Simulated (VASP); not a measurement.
# How U changes Sm2SeO2, part 4 of 5

Wanted: how far the results for Sm2SeO2 hang on the Hubbard correction. The start is a cell from a database of measured crystal structures.

VASP 6.6.1, plane waves and PAW; the level of theory is named at each step.

So far, largest spin moment in the PAW sphere (μB): step 2 (series over U, start order fm, U 0, PBEsol) 5.08; step 3 (series over U, start order AFM, U 0, PBEsol) 5.06; step 4 (series over U, start order fm, U 2, PBEsol, DFT+U) 4.98.

### Step 7. Series over U, start order AFM, U 3

This step: PBEsol, DFT+U (Sm f 3 eV), spin-polarised from an antiferromagnetic start; plane waves and PAW (Sm, Se, O) (VASP 6.6.1).

INCAR reads:

```
SYSTEM = Sm2SeO2
PREC = Accurate
ENCUT = 480
EDIFF = 1E-06
NELM = 150
ISMEAR = 0
SIGMA = 0.05
LREAL = .FALSE.
ALGO = Normal
GGA = PS
NBANDS = 36
ISPIN = 2
MAGMOM = 5 -5 0 0 0
LDAU = .TRUE.
LDAUTYPE = 2
LDAUL = 3 -1 -1
LDAUU = 3 0 0
LDAUJ = 0 0 0
LDAUPRINT = 1
LASPH = .TRUE.
LMAXMIX = 6
AMIX = 0.2
BMIX = 1E-04
AMIX_MAG = 0.8
BMIX_MAG = 1E-04
LORBIT = 11
LWAVE = .FALSE.
LCHARG = .FALSE.
KPAR = 2
NEDOS = 1200
```

POSCAR reads:

```
Sm2SeO2
1.0
    3.9160000000      0.0000000000      0.0000000000
   -1.9580000000      3.3913554812      0.0000000000
    0.0000000000      0.0000000000      6.9120000000
Sm Se O
2 1 2
Direct
    0.6666666667      0.3333333333      0.7100000000
    0.3333333333      0.6666666667      0.2900000000
    0.0000000000      0.0000000000      0.0000000000
    0.6666666667      0.3333333333      0.3800000000
    0.3333333333      0.6666666667      0.6200000000
```

KPOINTS reads:

```
Automatic mesh
0
Gamma
5 5 3
0 0 0
```

Potentials, in the order of the species: Sm, Se and O (PBE family, release 64).

On the command line:

```bash
$ mpirun -np 2 vasp_std
```

What it wrote:

```text
[... set-up lines as in an earlier step ...]
 entering main loop
       N       E                     dE             d eps       ncg     rms          rms(c)
DAV:   1     0.449258739170E+03    0.44926E+03   -0.17656E+04  2456   0.537E+03
DAV:   2     0.916735535656E+02   -0.35759E+03   -0.31613E+03  2416   0.507E+02
DAV:   3    -0.261968300869E+02   -0.11787E+03   -0.11022E+03  2896   0.278E+02
DAV:   4    -0.403897273591E+02   -0.14193E+02   -0.13967E+02  3148   0.985E+01
[...]
DAV:   8    -0.437154397054E+02    0.38936E+00   -0.49651E+00  3080   0.481E+01    0.450E+01
DAV:   9    -0.456222781502E+02   -0.19068E+01   -0.20972E+00  3032   0.711E+01    0.474E+01
DAV:  10    -0.446143317397E+02    0.10079E+01   -0.17943E+00  3024   0.598E+01    0.168E+01
[... 129 further cycles ...]
DAV: 141    -0.450373449029E+02    0.60110E-04   -0.10787E-05  2688   0.525E-01    0.439E-01
DAV: 142    -0.450373529920E+02   -0.80891E-05   -0.13054E-05  2712   0.405E-02    0.452E-01
DAV: 143    -0.450373542662E+02   -0.12742E-05   -0.52898E-07  1608   0.279E-02    0.441E-01
DAV: 144    -0.450373861891E+02   -0.31923E-04   -0.45112E-05  3280   0.118E+00    0.382E-01
[...]
DAV: 148    -0.450373903271E+02   -0.17945E-04   -0.11789E-06  1384   0.122E-01    0.301E-01
DAV: 149    -0.450373947025E+02   -0.43754E-05   -0.97977E-07  1664   0.185E-01    0.293E-01
DAV: 150    -0.450373999682E+02   -0.52657E-05   -0.24403E-06  1624   0.307E-02
 [... a notice as in an earlier step ...]

   1 F= -.45037400E+02 E0= -.45023454E+02  d E =-.278922E-01  mag=    -0.0000
```

The job ended after 5.2 min (2 MPI ranks of Intel Xeon 6975P-C (Granite Rapids), shared host; peak memory 0.53 GiB).

Parts of OUTCAR (step 7):

```text
atom =   1  type =  1  l = 3

 onsite density matrix

spin component  1

  0.5158 -0.0000 -0.0000 -0.4692 -0.0000  0.0000  0.0000
 -0.0000  0.6810 -0.0000  0.0000 -0.1624  0.0000  0.0000
 -0.0000 -0.0000  0.8990  0.0000 -0.0000 -0.1624  0.0000
 -0.4692  0.0000  0.0000  0.5155 -0.0000 -0.0000  0.0000
 -0.0000 -0.1624 -0.0000 -0.0000  0.8990  0.0000 -0.0000
  0.0000  0.0000 -0.1624 -0.0000  0.0000  0.6810 -0.0000
  0.0000  0.0000  0.0000  0.0000 -0.0000 -0.0000  0.9865

spin component  2

  0.0125 -0.0000 -0.0000  0.0069 -0.0000 -0.0000 -0.0000
 -0.0000  0.0067 -0.0000  0.0000 -0.0004  0.0000  0.0000
 -0.0000 -0.0000  0.0083 -0.0000 -0.0000 -0.0004  0.0000
  0.0069  0.0000 -0.0000  0.0167  0.0000 -0.0000  0.0000
 -0.0000 -0.0004 -0.0000  0.0000  0.0083  0.0000 -0.0000
 -0.0000  0.0000 -0.0004 -0.0000  0.0000  0.0067  0.0000
 -0.0000  0.0000  0.0000  0.0000 -0.0000  0.0000  0.0062

 occupancies and eigenvectors

  o =  0.0062  v =  0.0000  0.0000  0.0000  0.0000  0.0000  0.0000  0.0000  0.0000  0.0000 -0.0000 -0.0000  0.0000 -0.0000  1.0000      0.0000  0.0000  0.0000  0.0000  0.0000  0.0000  0.0000  0.0000  0.0000  0.0000  0.0000  0.0000  0.0000  0.0000
  o =  0.0066  v =  0.0000  0.0000  0.0000  0.0000  0.0000  0.0000  0.0000 -0.0000 -0.0004  0.2440  0.0000 -0.0001  0.9698  0.0000      0.0000  0.0000  0.0000  0.0000  0.0000  0.0000  0.0000  0.0000  0.0000  0.0000  0.0000  0.0000  0.0000  0.0000
  o =  0.0066  v =  0.0000  0.0000  0.0000  0.0000  0.0000  0.0000  0.0000  0.0000  0.9698  0.0001 -0.0000  0.2440  0.0004 -0.0000      0.0000  0.0000  0.0000  0.0000  0.0000  0.0000  0.0000  0.0000  0.0000  0.0000  0.0000  0.0000  0.0000  0.0000
  o =  0.0074  v =  0.0000  0.0000  0.0000  0.0000  0.0000  0.0000  0.0000  0.8044 -0.0000  0.0000 -0.5941 -0.0000  0.0000 -0.0000      0.0000  0.0000  0.0000  0.0000  0.0000  0.0000  0.0000  0.0000  0.0000  0.0000  0.0000  0.0000  0.0000  0.0000
  o =  0.0084  v =  0.0000  0.0000  0.0000  0.0000  0.0000  0.0000  0.0000 -0.0000 -0.0001  0.9698  0.0000  0.0005 -0.2440 -0.0000      0.0000  0.0000  0.0000  0.0000  0.0000  0.0000  0.0000  0.0000  0.0000  0.0000  0.0000  0.0000  0.0000  0.0000
  o =  0.0084  v =  0.0000  0.0000  0.0000  0.0000  0.0000  0.0000  0.0000  0.0000 -0.2440 -0.0005 -0.0000  0.9698  0.0001 -0.0000      0.0000  0.0000  0.0000  0.0000  0.0000  0.0000  0.0000  0.0000  0.0000  0.0000  0.0000  0.0000  0.0000  0.0000
  o =  0.0218  v =  0.0000  0.0000  0.0000  0.0000  0.0000  0.0000  0.0000 -0.5941  0.0000  0.0000 -0.8044 -0.0000  0.0000 -0.0000      0.0000  0.0000  0.0000  0.0000  0.0000  0.0000  0.0000  0.0000  0.0000  0.0000  0.0000  0.0000  0.0000  0.0000
[...]
o =  0.9855  v =  0.0000  0.0000  0.0000  0.0000  0.0000  0.0000  0.0000  0.0000  0.0000 -0.8824 -0.0000 -0.0000  0.4705  0.0000      0.0000  0.0000  0.0000  0.0000  0.0000  0.0000  0.0000  0.0000  0.0000  0.0000  0.0000  0.0000  0.0000  0.0000
  o =  0.9855  v =  0.0000  0.0000  0.0000  0.0000  0.0000  0.0000  0.0000 -0.0000  0.4705  0.0000  0.0000 -0.8824 -0.0000 -0.0000      0.0000  0.0000  0.0000  0.0000  0.0000  0.0000  0.0000  0.0000  0.0000  0.0000  0.0000  0.0000  0.0000  0.0000
  o =  0.9865  v =  0.0000  0.0000  0.0000  0.0000  0.0000  0.0000  0.0000 -0.0000 -0.0000 -0.0000  0.0000  0.0000  0.0000 -1.0000      0.0000  0.0000  0.0000  0.0000  0.0000  0.0000  0.0000  0.0000  0.0000  0.0000  0.0000  0.0000  0.0000  0.0000

 spin component 1
 k-point     1 :       0.0000    0.0000    0.0000
  band No.  band energies     occupation
    ...
     20       1.1302      1.00000
     21       1.1376      1.00000
     22       2.3060      1.00000
     23       2.3060      1.00000
     24       2.4896      1.00000
     25       3.0420      0.00000
     26       3.0420      0.00000
     27       4.2932      0.00000
     28       5.8368      0.00000
     29       7.1399      0.00000
    ...

 k-point     2 :       0.2000    0.0000    0.0000
  band No.  band energies     occupation
    ...
     20       1.1798      1.00000
     21       1.2209      1.00000
     22       1.4737      1.00000
     23       2.2020      1.00000
     24       2.2312      1.00000
     25       2.7259      0.32187
     26       2.8471      0.00005
     27       4.3586      0.00000
     28       6.3115      0.00000
     29       7.1013      0.00000
    ...

  Total       -0.3501150     -0.3501150      1.3060446     -0.0000000      0.0000000      0.0000000
  in kB       -6.1108488     -6.1108488     22.7954863     -0.0000000      0.0000000      0.0000000
  external PRESSURE =       3.5245963 kB  Pullay stress =       0.0000000 kB

 POSITION                                       TOTAL-FORCE (eV/Angst)
 -----------------------------------------------------------------------------------
      1.95800      1.13045      4.90752         0.000000      0.000000     -0.158820
     -0.00000      2.26090      2.00448        -0.000000     -0.000000      0.158820
      0.00000      0.00000      0.00000        -0.000000      0.000000      0.000000
      1.95800      1.13045      2.62656        -0.000000     -0.000000     -0.499987
     -0.00000      2.26090      4.28544         0.000000      0.000000      0.499987
 -----------------------------------------------------------------------------------
    total drift:                                0.000000     -0.000000      0.000000

  FREE ENERGIE OF THE ION-ELECTRON SYSTEM (eV)
  ---------------------------------------------------
  free  energy   TOTEN  =       -45.0373999682 eV

  energy  without entropy=      -45.0095077349  energy(sigma->0) =      -45.02345385

 magnetization (x)
# of ion       s       p       d       f       tot
--------------------------------------------------
    1       -0.013  -0.079   0.055   5.107   5.070
    2        0.013   0.079  -0.055  -5.107  -5.070
    3        0.000   0.000   0.000   0.000   0.000
    4        0.002   0.033   0.000   0.000   0.035
    5       -0.002  -0.033   0.000   0.000  -0.035
--------------------------------------------------
tot          0.000   0.000   0.000   0.000   0.000

[... 8 parts as in an earlier step ...]

[... 11 further parts left out ...]
[key lines of the parts left out:]
E-fermi :   2.7095
```

The electronic loop did not meet EDIFF within NELM cycles, so this run is left out of the comparison.

### Step 8. Series over U, start order fm, U 4

This step: PBEsol, DFT+U (Sm f 4 eV), spin-polarised from a ferromagnetic start; plane waves and PAW (Sm, Se, O) (VASP 6.6.1).

Changes to INCAR since step 7:

```diff
@@ -12,3 +12,3 @@
 ISPIN = 2
-MAGMOM = 5 -5 0 0 0
+MAGMOM = 5 5 0 0 0
 LDAU = .TRUE.
@@ -16,3 +16,3 @@
 LDAUL = 3 -1 -1
-LDAUU = 3 0 0
+LDAUU = 4 0 0
 LDAUJ = 0 0 0
```

POSCAR is that of step 7.

KPOINTS is that of step 7.

On the command line:

```bash
$ mpirun -np 2 vasp_std
```

What it wrote:

```text
[... set-up lines as in an earlier step ...]
 entering main loop
       N       E                     dE             d eps       ncg     rms          rms(c)
DAV:   1     0.462376763905E+03    0.46238E+03   -0.17664E+04  2412   0.537E+03
DAV:   2     0.937683705568E+02   -0.36861E+03   -0.31618E+03  2508   0.497E+02
DAV:   3    -0.243570205846E+02   -0.11813E+03   -0.10946E+03  2816   0.279E+02
DAV:   4    -0.383427551796E+02   -0.13986E+02   -0.13774E+02  3144   0.940E+01
[...]
DAV:   8    -0.424755076311E+02    0.93591E+00   -0.32605E+00  2940   0.365E+01    0.481E+01
DAV:   9    -0.456751495761E+02   -0.31996E+01   -0.23451E+00  3088   0.618E+01    0.469E+01
DAV:  10    -0.441789733308E+02    0.14962E+01   -0.21110E+00  3108   0.375E+01    0.243E+01
[... 98 further cycles ...]
DAV: 109    -0.458928848395E+02    0.76172E-05   -0.23057E-03  3184   0.351E-01    0.394E-01
DAV: 110    -0.458929306469E+02   -0.45807E-04   -0.48675E-04  3128   0.780E-02    0.884E-01
DAV: 111    -0.458929116590E+02    0.18988E-04   -0.12425E-04  3012   0.189E-01    0.326E-01
DAV: 112    -0.458929284132E+02   -0.16754E-04   -0.11786E-04  2896   0.704E-02    0.240E-01
[...]
DAV: 116    -0.458929136131E+02    0.11997E-04   -0.10354E-04  3028   0.112E-01    0.618E-02
DAV: 117    -0.458929161562E+02   -0.25431E-05   -0.25227E-05  3084   0.313E-02    0.127E-01
DAV: 118    -0.458929162032E+02   -0.46942E-07   -0.79780E-07  1188   0.992E-03
   1 F= -.45892916E+02 E0= -.45892785E+02  d E =-.261629E-03  mag=    10.0000
```

It took 3.9 min on 2 MPI ranks; peak memory 0.54 GiB; 7.8 min of CPU time.

From OUTCAR (step 8):

```text
  Total       -0.2323465     -0.2323465     -0.4085341      0.0000000      0.0000000      0.0000000
  in kB       -4.0553378     -4.0553378     -7.1304868      0.0000000      0.0000000      0.0000000
  external PRESSURE =      -5.0803875 kB  Pullay stress =       0.0000000 kB

 POSITION                                       TOTAL-FORCE (eV/Angst)
 -----------------------------------------------------------------------------------
      1.95800      1.13045      4.90752        -0.000000      0.000000      0.084768
     -0.00000      2.26090      2.00448        -0.000000      0.000000     -0.084768
      0.00000      0.00000      0.00000        -0.000000      0.000000      0.000000
      1.95800      1.13045      2.62656         0.000000      0.000000     -0.402226
     -0.00000      2.26090      4.28544        -0.000000     -0.000000      0.402226
 -----------------------------------------------------------------------------------
    total drift:                                0.000000     -0.000000      0.000000

  FREE ENERGIE OF THE ION-ELECTRON SYSTEM (eV)
  ---------------------------------------------------
  free  energy   TOTEN  =       -45.8929162032 eV

  energy  without entropy=      -45.8926545737  energy(sigma->0) =      -45.89278539

 magnetization (x)
# of ion       s       p       d       f       tot
--------------------------------------------------
    1       -0.013  -0.078   0.055   4.966   4.930
    2       -0.013  -0.078   0.055   4.966   4.930
    3       -0.003  -0.046   0.001   0.000  -0.048
    4       -0.004  -0.051   0.000   0.000  -0.054
    5       -0.004  -0.051   0.000   0.000  -0.054
--------------------------------------------------
tot         -0.035  -0.304   0.111   9.933   9.704

[... 2 parts as in an earlier step ...]

[... 1 further part left out ...]
[key lines of the parts left out:]
E-fermi :   3.3891
```

The gap is read on the k-mesh alone, so it is an upper bound where the band edges lie off the mesh.

A gap read on the k-mesh alone can miss the band edges.

Spin moment in the PAW sphere by atom:

| atom | spin moment in the PAW sphere (μB) |
| --- | --- |
| Sm1 | 4.93 |
| Sm2 | 4.93 |
| Se3 | -0.05 |
| O4 | -0.05 |
| O5 | -0.05 |

Energy at zero smearing: -45.89279 eV.

### Step 9. Series over U, start order AFM, U 4

This step: PBEsol, DFT+U (Sm f 4 eV), spin-polarised from an antiferromagnetic start; plane waves and PAW (Sm, Se, O) (VASP 6.6.1).

Changes to INCAR since step 8:

```diff
@@ -12,3 +12,3 @@
 ISPIN = 2
-MAGMOM = 5 5 0 0 0
+MAGMOM = 5 -5 0 0 0
 LDAU = .TRUE.
```

POSCAR is that of step 8.

KPOINTS is that of step 8.

On the command line:

```bash
$ mpirun -np 2 vasp_std
```

What it wrote:

```text
[... set-up lines as in an earlier step ...]
 entering main loop
       N       E                     dE             d eps       ncg     rms          rms(c)
DAV:   1     0.453700468750E+03    0.45370E+03   -0.17641E+04  2440   0.536E+03
DAV:   2     0.938548814483E+02   -0.35985E+03   -0.31635E+03  2400   0.504E+02
DAV:   3    -0.242828059436E+02   -0.11814E+03   -0.11011E+03  2908   0.283E+02
DAV:   4    -0.381223653844E+02   -0.13840E+02   -0.13613E+02  3136   0.993E+01
[...]
DAV:   8    -0.426179063115E+02    0.39199E+00   -0.48740E+00  3120   0.526E+01    0.447E+01
DAV:   9    -0.445395031048E+02   -0.19216E+01   -0.18212E+00  3096   0.741E+01    0.441E+01
DAV:  10    -0.439913305543E+02    0.54817E+00   -0.14602E+00  3320   0.452E+01    0.176E+01
[... 130 further cycles ...]
DAV: 141    -0.443879296999E+02    0.42931E-02   -0.45370E-04  3408   0.483E+00    0.589E+00
DAV: 142    -0.443905003830E+02   -0.25707E-02   -0.24457E-04  3456   0.246E+00    0.583E+00
DAV: 143    -0.443901554099E+02    0.34497E-03   -0.35662E-04  3456   0.697E-01    0.590E+00
DAV: 144    -0.443895799129E+02    0.57550E-03   -0.72077E-05  3456   0.567E-01    0.588E+00
[...]
DAV: 148    -0.443907807919E+02   -0.27515E-03   -0.38515E-05  3184   0.319E-01    0.594E+00
DAV: 149    -0.443928596048E+02   -0.20788E-02   -0.19875E-04  3432   0.265E+00    0.587E+00
DAV: 150    -0.443931241190E+02   -0.26451E-03   -0.28178E-04  3392   0.130E+00
 [... a notice as in an earlier step ...]

   1 F= -.44393124E+02 E0= -.44382041E+02  d E =-.221665E-01  mag=    -0.0000
```

The job ended after 5.9 min (2 MPI ranks; peak memory 0.57 GiB).

OUTCAR, selected parts (step 9):

```text
atom =   1  type =  1  l = 3

 onsite density matrix

spin component  1

  0.5851 -0.0000 -0.0000 -0.4657  0.0000  0.0000 -0.0000
 -0.0000  0.6310  0.0000  0.0000 -0.0900 -0.0000  0.0000
 -0.0000  0.0000  0.9652  0.0000 -0.0000 -0.0900  0.0000
 -0.4657  0.0000  0.0000  0.4353 -0.0000 -0.0000  0.0000
  0.0000 -0.0900 -0.0000 -0.0000  0.9652  0.0000 -0.0000
  0.0000 -0.0000 -0.0900 -0.0000  0.0000  0.6310  0.0000
 -0.0000  0.0000  0.0000  0.0000 -0.0000  0.0000  0.9865

spin component  2

  0.0102 -0.0000 -0.0000  0.0074  0.0000 -0.0000 -0.0000
 -0.0000  0.0058  0.0000 -0.0000  0.0031 -0.0000 -0.0000
 -0.0000  0.0000  0.0076 -0.0000 -0.0000  0.0031  0.0000
  0.0074 -0.0000 -0.0000  0.0160  0.0000 -0.0000 -0.0000
  0.0000  0.0031 -0.0000  0.0000  0.0076  0.0000 -0.0000
 -0.0000 -0.0000  0.0031 -0.0000  0.0000  0.0058 -0.0000
 -0.0000 -0.0000  0.0000 -0.0000 -0.0000 -0.0000  0.0052

 occupancies and eigenvectors

  o =  0.0035  v =  0.0000  0.0000  0.0000  0.0000  0.0000  0.0000  0.0000  0.0000 -0.0037  0.6020 -0.0000  0.0028 -0.7985 -0.0000      0.0000  0.0000  0.0000  0.0000  0.0000  0.0000  0.0000  0.0000  0.0000  0.0000  0.0000  0.0000  0.0000  0.0000
  o =  0.0035  v =  0.0000  0.0000  0.0000  0.0000  0.0000  0.0000  0.0000 -0.0000 -0.7985 -0.0028  0.0000  0.6020  0.0037  0.0000      0.0000  0.0000  0.0000  0.0000  0.0000  0.0000  0.0000  0.0000  0.0000  0.0000  0.0000  0.0000  0.0000  0.0000
  o =  0.0051  v =  0.0000  0.0000  0.0000  0.0000  0.0000  0.0000  0.0000  0.8255 -0.0000 -0.0000 -0.5644  0.0000  0.0000  0.0000      0.0000  0.0000  0.0000  0.0000  0.0000  0.0000  0.0000  0.0000  0.0000  0.0000  0.0000  0.0000  0.0000  0.0000
  o =  0.0052  v =  0.0000  0.0000  0.0000  0.0000  0.0000  0.0000  0.0000 -0.0000  0.0000  0.0000  0.0000  0.0000 -0.0000  1.0000      0.0000  0.0000  0.0000  0.0000  0.0000  0.0000  0.0000  0.0000  0.0000  0.0000  0.0000  0.0000  0.0000  0.0000
  o =  0.0100  v =  0.0000  0.0000  0.0000  0.0000  0.0000  0.0000  0.0000 -0.0000 -0.0002 -0.7985 -0.0000 -0.0002 -0.6020 -0.0000      0.0000  0.0000  0.0000  0.0000  0.0000  0.0000  0.0000  0.0000  0.0000  0.0000  0.0000  0.0000  0.0000  0.0000
  o =  0.0100  v =  0.0000  0.0000  0.0000  0.0000  0.0000  0.0000  0.0000  0.0000 -0.6020  0.0002 -0.0000 -0.7985  0.0002  0.0000      0.0000  0.0000  0.0000  0.0000  0.0000  0.0000  0.0000  0.0000  0.0000  0.0000  0.0000  0.0000  0.0000  0.0000
  o =  0.0210  v =  0.0000  0.0000  0.0000  0.0000  0.0000  0.0000  0.0000 -0.5644  0.0000  0.0000 -0.8255  0.0000  0.0000  0.0000      0.0000  0.0000  0.0000  0.0000  0.0000  0.0000  0.0000  0.0000  0.0000  0.0000  0.0000  0.0000  0.0000  0.0000
[...]
o =  0.9865  v =  0.0000  0.0000  0.0000  0.0000  0.0000  0.0000  0.0000  0.0000 -0.0000 -0.0000 -0.0000  0.0000  0.0000  1.0000      0.0000  0.0000  0.0000  0.0000  0.0000  0.0000  0.0000  0.0000  0.0000  0.0000  0.0000  0.0000  0.0000  0.0000
  o =  0.9879  v =  0.0000  0.0000  0.0000  0.0000  0.0000  0.0000  0.0000  0.0000 -0.0000 -0.9697 -0.0000  0.0000  0.2444 -0.0000      0.0000  0.0000  0.0000  0.0000  0.0000  0.0000  0.0000  0.0000  0.0000  0.0000  0.0000  0.0000  0.0000  0.0000
  o =  0.9879  v =  0.0000  0.0000  0.0000  0.0000  0.0000  0.0000  0.0000 -0.0000  0.2444 -0.0000  0.0000 -0.9697  0.0000  0.0000      0.0000  0.0000  0.0000  0.0000  0.0000  0.0000  0.0000  0.0000  0.0000  0.0000  0.0000  0.0000  0.0000  0.0000

 spin component 1
 k-point     1 :       0.0000    0.0000    0.0000
  band No.  band energies     occupation
    ...
     20       0.8488      1.00000
     21       0.8869      1.00000
     22       2.1581      1.00000
     23       2.1581      1.00000
     24       2.5042      0.99997
     25       3.0413      0.00000
     26       3.0413      0.00000
     27       4.8106      0.00000
     28       5.9718      0.00000
     29       7.1953      0.00000
    ...

 k-point     2 :       0.2000    0.0000    0.0000
  band No.  band energies     occupation
    ...
     20       0.9474      1.00000
     21       1.0231      1.00000
     22       1.3137      1.00000
     23       2.0778      1.00000
     24       2.1724      1.00000
     25       2.7162      0.02170
     26       2.8238      0.00000
     27       4.9001      0.00000
     28       6.4708      0.00000
     29       7.1942      0.00000
    ...

  Total       -0.5761100     -0.5761100      1.5345193      0.0000000      0.0000000      0.0000000
  in kB      -10.0553280    -10.0553280     26.7832453      0.0000000      0.0000000      0.0000000
  external PRESSURE =       2.2241965 kB  Pullay stress =       0.0000000 kB

 POSITION                                       TOTAL-FORCE (eV/Angst)
 -----------------------------------------------------------------------------------
      1.95800      1.13045      4.90752        -0.000000      0.000000     -0.079729
     -0.00000      2.26090      2.00448         0.000000     -0.000000      0.079729
      0.00000      0.00000      0.00000        -0.000000      0.000000      0.000000
      1.95800      1.13045      2.62656        -0.000000      0.000000     -0.533976
     -0.00000      2.26090      4.28544         0.000000     -0.000000      0.533976
 -----------------------------------------------------------------------------------
    total drift:                                0.000000      0.000000      0.000000

  FREE ENERGIE OF THE ION-ELECTRON SYSTEM (eV)
  ---------------------------------------------------
  free  energy   TOTEN  =       -44.3931241190 eV

  energy  without entropy=      -44.3709576592  energy(sigma->0) =      -44.38204089

 magnetization (x)
# of ion       s       p       d       f       tot
--------------------------------------------------
    1       -0.013  -0.080   0.055   5.132   5.095
    2        0.013   0.080  -0.055  -5.132  -5.095
    3        0.000   0.000   0.000   0.000   0.000
    4        0.002   0.043   0.000   0.000   0.045
    5       -0.002  -0.043   0.000   0.000  -0.045
--------------------------------------------------
tot          0.000   0.000   0.000   0.000   0.000

[... 8 parts as in an earlier step ...]

[... 11 further parts left out ...]
[key lines of the parts left out:]
E-fermi :   2.6448
```

The electronic loop did not meet EDIFF within NELM cycles, so this run is left out of the comparison.

(Continued in part 5 of 5.)

[Lines on the potential files, build, host, timing and source positions are cut from VASP's logs without a mark.]

[Logs are printed without paths, hosts, clocks, repeated set-up lines and the standing remarks that a program may print on its own settings, such as how far it seeks lower states.]

[Hosts, paths, dates, database ids (printed as entryN), source tags and the programs' standing remarks are cut or masked in the printed files.]

[In band tables of VASP the shares of atoms and orbitals are scaled to a sum of 1 inside the atoms' spheres.]

[Runs that stopped without an error message from VASP are left out.]
